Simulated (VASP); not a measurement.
# HPbNO4 (P1) in VASP: settings compared

One crystal, HPbNO4, is run at these levels: r2SCAN-EpsX, B3LYP, r2SCAN0, PBE; tasks: density of states, band structure.

Program: VASP 6.6.1. These are calculated values, not measurements. Logs are shortened: lines on timing, memory, paths and dates and some standing lists are left out, and cuts for length are marked.

## Step 1: Starting point

The typed cell holds 7 atoms: a = 4.204 Å, b = 4.339 Å, c = 6.729 Å, α = 71.95°, β = 72.29°, γ = 62.23°.

The cell was built by a generator and needn't be a form met in nature.

## Step 2: Density of states, r2SCAN-EpsX

POSCAR reads:

```
HPbNO4
1.0
    4.2040700000      0.0000000000      0.0000000000
    2.0217200000      3.8395200000      0.0000000000
    2.0468600000      1.2790000000      6.2813200000
H Pb N O
1 1 1 4
Direct
    0.8914500000      0.6820200000      0.6279600000
    0.1442600000      0.9287200000      0.8835200000
    0.2567000000      0.2886100000      0.3017100000
    0.8310800000      0.6505600000      0.7840500000
    0.3869400000      0.2238000000      0.1129500000
    0.3110400000      0.0357600000      0.4585600000
    0.0772600000      0.6063300000      0.3227500000
```

INCAR.step1 reads:

```
ALGO     = Normal         # electronic algorithm
EDIFF    = 1E-8           # SCF threshold, eV
ENCUT    = 520            # plane-wave cutoff, eV
GGA      = PE             # functional
ISIF     = 2              # what is computed and relaxed
ISMEAR   = -1             # smearing method
LASPH    = T              # aspherical terms in the spheres
LCHARG   = F              # write CHGCAR
LEPSILON = T              # dielectric tensor by DFPT
LREAL    = F              # projectors in reciprocal space
LWAVE    = F              # write WAVECAR
NELM     = 100            # most SCF steps
PREC     = Accurate       # precision mode
SIGMA    = 0.05           # smearing width, eV
```

KPOINTS.step1 reads:

```
Automatic mesh
0
G
  7 7 5
  0 0 0
```

INCAR.step2 reads:

```
ALGO     = Normal         # electronic algorithm
EDIFF    = 1E-5           # SCF threshold, eV
ENCUT    = 520            # plane-wave cutoff, eV
GGA      = PE             # functional
ISIF     = 2              # what is computed and relaxed
ISMEAR   = -1             # smearing method
LASPH    = T              # aspherical terms in the spheres
LCHARG   = F              # write CHGCAR
LREAL    = F              # projectors in reciprocal space
LWAVE    = T              # write WAVECAR
NBANDS   = 31             # bands
NELM     = 100            # most SCF steps
PREC     = Accurate       # precision mode
SIGMA    = 0.05           # smearing width, eV
```

KPOINTS.step2 reads:

```
k-points
0
Gamma
  4 4 3
```

INCAR.step3 reads:

```
AEXX     = 0.2898         # exact-exchange fraction
ALGO     = Normal         # electronic algorithm
EDIFF    = 1E-6           # SCF threshold, eV
ENCUT    = 520            # plane-wave cutoff, eV
ISIF     = 2              # what is computed and relaxed
ISMEAR   = -5             # smearing method
ISTART   = 1            
LASPH    = T              # aspherical terms in the spheres
LCHARG   = F              # write CHGCAR
LHFCALC  = T              # exact exchange
LMIXTAU  = T            
LORBIT   = 10             # projections on sites
LREAL    = F              # projectors in reciprocal space
LWAVE    = F              # write WAVECAR
METAGGA  = R2SCAN         # meta-GGA
NBANDS   = 31             # bands
NEDOS    = 2001           # points of the DOS
NELM     = 100            # most SCF steps
PREC     = Accurate       # precision mode
PRECFOCK = Fast         
SIGMA    = 0.05           # smearing width, eV
```

KPOINTS.step3 reads:

```
k-points
0
Gamma
  4 4 3
```

Potentials or basis: VASP PAW PBE potentials, release 64 (H, Pb_d, N, O).

On the command line:

```
cat potpaw_PBE.64/H/POTCAR potpaw_PBE.64/Pb_d/POTCAR potpaw_PBE.64/N/POTCAR potpaw_PBE.64/O/POTCAR > POTCAR
cp INCAR.step1 INCAR
cp KPOINTS.step1 KPOINTS
mpirun -np 8 vasp_std > vasp.out
cp INCAR.step2 INCAR
cp KPOINTS.step2 KPOINTS
mpirun -np 8 vasp_std > vasp.out
cp INCAR.step3 INCAR
cp KPOINTS.step3 KPOINTS
mpirun -np 8 vasp_std > vasp.out
```

OUTCAR:

```text
AEXX = 0.2898
   EDIFF = 1E-6
   ENCUT = 520
   ISIF = 2
   ISMEAR = -5
   ISTART = 1
   LASPH = T
   LHFCALC = T
   LORBIT = 10
   LREAL = F
   METAGGA = R2SCAN
   NELM = 100
   PREC = Accurate
   PRECFOCK = Fast

 ion  position               nearest neighbor table
   1  0.891  0.682  0.628-   4 0.98
   2  0.144  0.929  0.884-   4 2.48   4 2.51   6 2.67   4 2.72   5 2.81   7 2.84   5 2.91   5 2.93

   3  0.257  0.289  0.302-   6 1.25   7 1.26   5 1.28
   4  0.831  0.651  0.784-   1 0.98   2 2.48   2 2.51   2 2.72
   5  0.387  0.224  0.113-   3 1.28   2 2.81   2 2.91   2 2.93
   6  0.311  0.036  0.459-   3 1.25   2 2.67
   7  0.077  0.606  0.323-   3 1.26   2 2.84

  LATTYP: Found a triclinic cell.
 ALAT       =     6.7290755533
 B/A-ratio  =     1.0080441743
 C/A-ratio  =     0.6247618959
 COS(alpha) =     0.0037062124
 COS(beta)  =     0.3041814561
 COS(gamma) =     0.7937730465

  Lattice vectors:

 A1 = (   2.0468600000,   1.2790000000,   6.2813200000)
 A2 = (   0.0251400000,  -2.5605200000,   6.2813200000)
 A3 = (   4.2040700000,   0.0000000000,   0.0000000000)

Analysis of symmetry for initial positions (statically):
=====================================================================
 Subroutine PRICEL returns:
 Original cell was already a primitive cell.

 Routine SETGRP: Setting up the symmetry group for a
 triclinic supercell.

 Subroutine GETGRP returns: Found  1 space group operations
 (whereof  1 operations were pure point group operations)
 out of a pool of  2 trial point group operations.

The static configuration has the point symmetry C_1 .

Analysis of symmetry for dynamics (positions and initial velocities):
=====================================================================
 Subroutine PRICEL returns:
 Original cell was already a primitive cell.

 Routine SETGRP: Setting up the symmetry group for a
 triclinic supercell.

 Subroutine GETGRP returns: Found  1 space group operations
 (whereof  1 operations were pure point group operations)
 out of a pool of  2 trial point group operations.

The dynamic configuration has the point symmetry C_1 .

 Subroutine INISYM returns: Found  1 space group operations
[... 122 lines left out ...]
   EMIN   =  10.00;   EMAX   =-10.00  energy-range for DOS
   EFERMI =   0.00;   METHOD = LEGACY
   ISMEAR =    -5;   SIGMA  =   0.05  broadening in eV -4-tet -1-fermi 0-gaus
   EFERMI_NEDOS =   21; number of points for ismear=-14 and -15
   IALGO  =     38    algorithm
   IMIX   =      1    mixing-type and parameters
     AMIX     =   0.40;   BMIX     =  1.00
     AMIX_MAG =   1.60;   BMIX_MAG =  1.00
  volume/ion in A,a.u.               =      14.48        97.75
  Fermi-wavevector in a.u.,A,eV,Ry     =   1.239443  2.342207 20.901518  1.536218
  Thomas-Fermi vector in A             =   2.373926
   LORBIT       =     10    0 simple, 1 ext, 2 COOP (PROOUT), +10 PAW based schemes
   METAGGA = R2SCAN    functional components
   LHFCALC =     T    Hartree Fock is set to
   PRECFOCK=fast      Normal, Fast or Accurate (Low or Medium for compatibility)
   ENCUT4O =  -1.0   cutoff for four orbital integrals eV
   NKREDX  =     1    reduce k-point grid by
   NKREDY  =     1    reduce k-point grid by
   NKREDZ  =     1    reduce k-point grid by
   AEXX    =    0.2898 exact exchange contribution
   HFSCREEN=    0.0000 screening length (either q_TF or 0.3 A-1)
   HFSCREENC=   0.0000 screening length for correlation (either q_TF or 0.3 A-1)
   ENCUTFOCK=  -1.0 apply spherical cutoff to Coloumb kernel
   IVDW    =     0    specifies the selected vdW correction
   LEPSILON=     F    determine dielectric tensor
   LRPA    =     F    only Hartree local field effects (RPA)
 non-spin polarized calculation
 Fermi weights with tetrahedron method with Bloechl corrections
  energy-cutoff  :      520.00
  volume of cell :      101.39
 maximum number of plane-waves:      2747
  NGX = 18; NGY = 18; NGZ = 28

 number of electron      43.9999999 magnetization

 Free energy of the ion-electron system (eV)
  ---------------------------------------------------
  ext. energy  EPLUGINS =         0.00000000
  ---------------------------------------------------
  free energy    TOTEN  =       -98.51645448 eV

  energy without entropy =      -98.51645448  energy(sigma->0) =      -98.51645448

 E-fermi :  -0.8652     XC(G=0):  -6.8351

 val. band max:       -0.8737306604   @ k =  -0.2500   0.2500   0.3333
 cond. band min:       4.7363385082   @ k =  -0.2500   0.5000   0.3333
 fundamental gap:      5.6100691686
 Fermi energy:        -0.8652368964

 k-point     1 :       0.0000    0.0000    0.0000
  band No.  band energies     occupation
      1     -30.1250      2.00000
      2     -24.1524      2.00000
      3     -23.8170      2.00000
      4     -21.0536      2.00000
      5     -17.8794      2.00000
      6     -17.8604      2.00000
[... 829 lines left out ...]
     31      13.8473      0.00000
     32      15.3161      0.00000

 [... further k-points ...]
[... 5 lines left out ...]
  --------------------------------------------------------------------------------------
  -------------------------------------------------------------------------------------
  Total       -1.6087552     -4.3748784     -4.6918120      0.1760236     -0.0710713      0.0071497
  in kB      -25.4215933    -69.1319455    -74.1401379      2.7815292     -1.1230707      0.1129803
  external PRESSURE =     -56.2312256 kB  Pullay stress =       0.0000000 kB

 VOLUME and BASIS-vectors are now :
 -----------------------------------------------------------------------------
  energy-cutoff  :      520.00
  volume of cell :      101.39
      direct lattice vectors                 reciprocal lattice vectors
     4.204070000  0.000000000  0.000000000     0.237864736 -0.125248962 -0.052008557
     2.021720000  3.839520000  0.000000000     0.000000000  0.260449223 -0.053032572
     2.046860000  1.279000000  6.281320000     0.000000000  0.000000000  0.159202206

 POSITION                                       TOTAL-FORCE (eV/Angst)
 -----------------------------------------------------------------------------------
      6.41192      3.42179      3.94442        -0.000683      0.068613      0.737359
      4.29253      4.69586      5.54967        -0.014543     -0.102136     -0.081003
      2.28023      1.49401      1.89514        -0.005115     -0.005073     -0.009468
      6.41401      3.50064      4.92487         0.017617      0.030196     -0.655643
      2.31038      1.00375      0.70948        -0.033962      0.562332      1.245564
      2.31854      0.72380      2.88036        -0.046761      0.978134     -1.035033
      2.21126      2.74081      2.02730         0.083447     -1.532066     -0.201776
 -----------------------------------------------------------------------------------
    total drift:                               -0.000345     -0.002516      0.000257

  FREE ENERGIE OF THE ION-ELECTRON SYSTEM (eV)
  ---------------------------------------------------
  free  energy   TOTEN  =       -98.5164544810 eV

  energy  without entropy=      -98.5164544810  energy(sigma->0) =      -98.51645448

 total charge

# of ion       s       p       d       tot
------------------------------------------
    1        0.597   0.127   0.000   0.724
    2        1.563   0.273   9.852  11.688
    3        1.230   2.565   0.000   3.795
    4        1.574   3.535   0.000   5.109
    5        1.595   3.513   0.000   5.108
    6        1.599   3.526   0.000   5.125
    7        1.604   3.509   0.000   5.113
--------------------------------------------------
tot          9.761  17.048   9.852  36.661
```

OUTCAR.step1:

```text
EDIFF = 1E-8
   ENCUT = 520
   GGA = PE
   ISIF = 2
   ISMEAR = -1
   LASPH = T
   LEPSILON = T
   LREAL = F
   NELM = 100
   PREC = Accurate

 ion  position               nearest neighbor table
   1  0.891  0.682  0.628-   4 0.98
[... 1159 lines left out ...]
 ion    3
    1    -0.11287    -0.11043     0.01495
    2    -0.17070     3.00394    -0.06127
    3     0.03054    -0.81467     3.46880
 ion    4
    1    -2.25026    -0.00128    -0.02306
    2    -0.00646    -2.01525    -0.20528
    3    -0.01909    -0.06036    -1.11876
 ion    5
    1    -0.65140     0.01129     0.01072
    2     0.02760    -1.26161    -0.36947
    3     0.01787    -0.32587    -2.44959
 ion    6
    1    -0.27788     0.04187    -0.03997
    2     0.05251    -1.14237     0.80338
    3    -0.05726     1.13025    -2.43304
 ion    7
    1    -0.07516     0.06300     0.01085
    2     0.09270    -2.00920    -0.06676
    3     0.00929     0.14309    -1.25351
```

It took 23 min on 8 MPI ranks of Intel Xeon 6975P-C (Granite Rapids), shared host; peak memory 0.49 GiB.

Results:

| Quantity | Value |
| --- | --- |
| Free energy | -98.5165 eV |
| Pressure | -5.6 GPa |
| Largest force | 1.548 eV/Å |
| Band gap on the k mesh | 5.61 eV, indirect (least direct gap 5.63 eV) |
| Valence electrons inside the program's atomic spheres | H 0.72; Pb 11.69; N 3.79; O 5.11, 5.12 |

Forces in eV/Å, atoms in the order of the input:
```
H   -0.001  0.069  0.737
Pb  -0.015 -0.102 -0.081
N   -0.005 -0.005 -0.009
O    0.018  0.030 -0.656
O   -0.034  0.562  1.246
O   -0.047  0.978 -1.035
O    0.083 -1.532 -0.202
```

Stress tensor (GPa, compression positive):
```
-2.54  0.28  0.01
 0.28 -6.91 -0.11
 0.01 -0.11 -7.41
```

States per cell in windows of 0.5 eV (zero at the valence-band top; states under -8 eV left out):
| from (eV) | total | O4_p | O6_p | O5_p | O7_p | Pb2_s | Pb2_p |
| --- | --- | --- | --- | --- | --- | --- | --- |
| -8.0 | 0.00 | 0.00 | 0.00 | 0.00 | 0.00 | 0.00 | 0.00 |
| -7.5 | 0.00 | 0.00 | 0.00 | 0.00 | 0.00 | 0.00 | 0.00 |
| -7.0 | 1.31 | 0.18 | 0.04 | 0.05 | 0.04 | 0.54 | 0.00 |
| -6.5 | 0.69 | 0.11 | 0.03 | 0.02 | 0.02 | 0.27 | 0.00 |
| -6.0 | 0.00 | 0.00 | 0.00 | 0.00 | 0.00 | 0.00 | 0.00 |
| -5.5 | 0.94 | 0.41 | 0.02 | 0.02 | 0.02 | 0.04 | 0.01 |
| -5.0 | 0.96 | 0.35 | 0.02 | 0.02 | 0.04 | 0.10 | 0.01 |
| -4.5 | 0.09 | 0.03 | 0.00 | 0.00 | 0.00 | 0.02 | 0.00 |
| -4.0 | 0.60 | 0.03 | 0.10 | 0.14 | 0.10 | 0.00 | 0.02 |
| -3.5 | 1.82 | 0.11 | 0.34 | 0.43 | 0.31 | 0.02 | 0.03 |
| -3.0 | 3.49 | 0.42 | 0.70 | 0.69 | 0.48 | 0.04 | 0.06 |
| -2.5 | 2.05 | 0.26 | 0.27 | 0.38 | 0.48 | 0.02 | 0.03 |
| -2.0 | 2.22 | 0.63 | 0.36 | 0.16 | 0.36 | 0.00 | 0.04 |
| -1.5 | 1.98 | 0.18 | 0.44 | 0.44 | 0.42 | 0.02 | 0.01 |
| -1.0 | 0.53 | 0.19 | 0.04 | 0.04 | 0.04 | 0.08 | 0.01 |
| -0.5 | 1.48 | 0.64 | 0.04 | 0.07 | 0.05 | 0.29 | 0.03 |
| 0.0 | 0.00 | 0.00 | 0.00 | 0.00 | 0.00 | 0.00 | 0.00 |
| 0.5 | 0.00 | 0.00 | 0.00 | 0.00 | 0.00 | 0.00 | 0.00 |
| 1.0 | 0.00 | 0.00 | 0.00 | 0.00 | 0.00 | 0.00 | 0.00 |
| 1.5 | 0.00 | 0.00 | 0.00 | 0.00 | 0.00 | 0.00 | 0.00 |
| 2.0 | 0.00 | 0.00 | 0.00 | 0.00 | 0.00 | 0.00 | 0.00 |
| 2.5 | 0.00 | 0.00 | 0.00 | 0.00 | 0.00 | 0.00 | 0.00 |
| 3.0 | 0.00 | 0.00 | 0.00 | 0.00 | 0.00 | 0.00 | 0.00 |
| 3.5 | 0.00 | 0.00 | 0.00 | 0.00 | 0.00 | 0.00 | 0.00 |
| 4.0 | 0.00 | 0.00 | 0.00 | 0.00 | 0.00 | 0.00 | 0.00 |
| 4.5 | 0.00 | 0.00 | 0.00 | 0.00 | 0.00 | 0.00 | 0.00 |
| 5.0 | 0.00 | 0.00 | 0.00 | 0.00 | 0.00 | 0.00 | 0.00 |
| 5.5 | 1.43 | 0.02 | 0.16 | 0.10 | 0.17 | 0.01 | 0.07 |
| 6.0 | 0.57 | 0.01 | 0.07 | 0.05 | 0.08 | 0.00 | 0.02 |
| 6.5 | 0.76 | 0.02 | 0.02 | 0.02 | 0.02 | 0.00 | 0.23 |
| 7.0 | 1.23 | 0.05 | 0.03 | 0.04 | 0.03 | 0.00 | 0.36 |
| 7.5 | 0.99 | 0.05 | 0.02 | 0.03 | 0.02 | 0.01 | 0.35 |

Caveat: the k mesh is coarse (spacing up to 0.43 Å⁻¹), so the values aren't converged, least of all with exact exchange; the standard files for N, O and F lose accuracy on very short bonds; the PAW data sets were made with another functional, which shifts forces and pressure a little; spin-orbit coupling is left out, which as a rule narrows the gap of such compounds by several tenths of an eV; an odd mesh through Γ misses points on the zone boundary, where band edges often lie.

## Step 3: Density of states, B3LYP

POSCAR is that of step 2.

INCAR.step1 reads:

```
ALGO     = Normal         # electronic algorithm
EDIFF    = 1E-5           # SCF threshold, eV
ENCUT    = 520            # plane-wave cutoff, eV
GGA      = PE             # functional
ISIF     = 2              # what is computed and relaxed
ISMEAR   = -1             # smearing method
LASPH    = True           # aspherical terms in the spheres
LCHARG   = False          # write CHGCAR
LREAL    = False          # projectors in reciprocal space
LWAVE    = True           # write WAVECAR
NBANDS   = 31             # bands
NELM     = 100            # most SCF steps
PREC     = Accurate       # precision mode
SIGMA    = 0.05           # smearing width, eV
```

INCAR.step2 reads:

```
AEXX     = 0.2            # exact-exchange fraction
AGGAC    = 0.81         
AGGAX    = 0.72         
ALDAC    = 0.19         
ALGO     = Normal         # electronic algorithm
EDIFF    = 1E-7           # SCF threshold, eV
ENCUT    = 520            # plane-wave cutoff, eV
GGA      = B3             # functional
ISIF     = 2              # what is computed and relaxed
ISMEAR   = -5             # smearing method
ISTART   = 1            
LASPH    = True           # aspherical terms in the spheres
LCHARG   = False          # write CHGCAR
LHFCALC  = True           # exact exchange
LORBIT   = 11             # projections on sites
LREAL    = False          # projectors in reciprocal space
LWAVE    = False          # write WAVECAR
NBANDS   = 31             # bands
NEDOS    = 1001           # points of the DOS
NELM     = 100            # most SCF steps
PREC     = Accurate       # precision mode
PRECFOCK = Fast         
SIGMA    = 0.05           # smearing width, eV
```

KPOINTS reads:

```
k-points
0
Gamma
  4 4 3
```

Potentials or basis: VASP PAW PBE potentials, release 64 (H, Pb_d, N, O).

On the command line:

```
cat potpaw_PBE.64/H/POTCAR potpaw_PBE.64/Pb_d/POTCAR potpaw_PBE.64/N/POTCAR potpaw_PBE.64/O/POTCAR > POTCAR
cp INCAR.step1 INCAR
mpirun -np 8 vasp_std > vasp.out
cp INCAR.step2 INCAR
mpirun -np 8 vasp_std > vasp.out
```

Run time: 7.1 min. Hardware: 8 MPI ranks of AMD EPYC 9R45 (Zen 5), shared host; peak memory 0.15 GiB.

It converged, with:

- Free energy: -50.2207 eV
- Pressure: -0.9 GPa
- Largest force: 0.442 eV/Å
- Band gap on the k mesh: 4.57 eV, indirect (least direct gap 4.58 eV)
- Valence electrons inside the program's atomic spheres: H 0.72; Pb 11.71; N 3.80; O 5.08, 5.10, 5.09

Forces on the atoms (eV/Å):
```
H   -0.003  0.038  0.393
Pb  -0.004  0.009 -0.028
N    0.000 -0.057 -0.013
O    0.005 -0.009 -0.413
O   -0.010  0.164  0.365
O   -0.013  0.295 -0.272
O    0.023 -0.440 -0.032
```

Stress tensor (GPa, compression positive):
```
-0.03  0.11  0.02
 0.11 -1.20 -0.22
 0.02 -0.22 -1.39
```

Levels at points of the mesh, in eV from the valence-band top:
| k point | band 18 | band 19 | band 20 | band 21 | band 22 | band 23 | band 24 | band 25 | band 26 | band 27 |
| --- | --- | --- | --- | --- | --- | --- | --- | --- | --- | --- |
| (0.00, 0.00, 0.00) | -2.43 | -2.26 | -1.69 | -1.52 | -1.16 | 5.35 | 5.97 | 7.19 | 7.98 | 8.02 |
| (0.50, 0.00, 0.00) | -2.53 | -2.13 | -1.65 | -1.05 | -0.18 | 4.80 | 6.23 | 7.23 | 8.34 | 10.20 |
| (0.00, 0.50, 0.00) | -2.67 | -1.70 | -1.53 | -1.00 | -0.10 | 4.67 | 5.70 | 6.89 | 8.86 | 9.45 |
| (0.50, 0.50, 0.00) | -2.35 | -2.06 | -1.83 | -1.03 | -0.19 | 4.93 | 5.79 | 7.17 | 8.23 | 10.01 |

States per cell in windows of 1 eV (zero at the valence-band top; states under -8 eV left out):
| from (eV) | total | O4_p | O5_p | O6_p | O7_p | Pb2_p | Pb2_s |
| --- | --- | --- | --- | --- | --- | --- | --- |
| -8.0 | 0.06 | 0.00 | 0.01 | 0.00 | 0.01 | 0.00 | 0.00 |
| -7.0 | 2.01 | 0.25 | 0.07 | 0.08 | 0.07 | 0.00 | 0.83 |
| -6.0 | 0.29 | 0.13 | 0.00 | 0.00 | 0.01 | 0.00 | 0.01 |
| -5.0 | 1.69 | 0.66 | 0.03 | 0.03 | 0.06 | 0.02 | 0.14 |
| -4.0 | 1.65 | 0.09 | 0.39 | 0.27 | 0.28 | 0.04 | 0.01 |
| -3.0 | 6.21 | 0.67 | 1.23 | 1.15 | 1.08 | 0.10 | 0.07 |
| -2.0 | 3.51 | 0.80 | 0.46 | 0.60 | 0.59 | 0.06 | 0.02 |
| -1.0 | 2.58 | 0.85 | 0.26 | 0.23 | 0.25 | 0.04 | 0.32 |
| 0.0 | 0.00 | 0.00 | 0.00 | 0.00 | 0.00 | 0.00 | 0.00 |
| 1.0 | 0.00 | 0.00 | 0.00 | 0.00 | 0.00 | 0.00 | 0.00 |
| 2.0 | 0.00 | 0.00 | 0.00 | 0.00 | 0.00 | 0.00 | 0.00 |
| 3.0 | 0.00 | 0.00 | 0.00 | 0.00 | 0.00 | 0.00 | 0.00 |
| 4.0 | 1.61 | 0.03 | 0.13 | 0.19 | 0.20 | 0.06 | 0.01 |
| 5.0 | 0.92 | 0.02 | 0.05 | 0.06 | 0.07 | 0.18 | 0.00 |
| 6.0 | 2.61 | 0.12 | 0.08 | 0.06 | 0.06 | 0.87 | 0.01 |
| 7.0 | 1.86 | 0.16 | 0.08 | 0.03 | 0.03 | 0.72 | 0.01 |

Caveat: the k mesh is coarse (spacing up to 0.43 Å⁻¹), so the values aren't converged, least of all with exact exchange; the standard files for N, O and F lose accuracy on very short bonds; the PAW data sets were made with another functional, which shifts forces and pressure a little; spin-orbit coupling is left out, which as a rule narrows the gap of such compounds by several tenths of an eV; an odd mesh through Γ misses points on the zone boundary, where band edges often lie.

[end of part 1 of 2]
